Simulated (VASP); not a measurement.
Energy against volume of CuZn (CsCl type). Level of theory: PBEsol GGA, VASP's PBE PAW potentials (set 64) (plane waves; VASP).

```csv
V (Å³/atom),E (eV/atom)
11.611,-3.02219
11.982,-3.03936
12.352,-3.04522
12.723,-3.04162
13.093,-3.03009
```

### Question
Fit a third-order Birch-Murnaghan equation of state.

### Answer

The volume per atom is 12.39 Å³/atom and the bulk modulus comes out as 134 GPa. The pressure derivative of the bulk modulus comes out as 4.93. The lattice constant a is 2.915 Å.

Measured: bulk modulus 116 GPa (computed value off by +15.7 %), as given by Niraj K. Nepal et al., Physical Review B (2020), arXiv:2007.11150; a 2.958 Å (computed value off by -1.4 %), as given by First-Principles Study on the Electrical and Thermal Conductivities of Cu–Zn Binary Alloys. The calculation is for a static lattice, while the measured bulk modulus, a hold thermal and zero-point effects, which are part of the difference.

The compound is CuZn in the CsCl type structure. It was relaxed first.
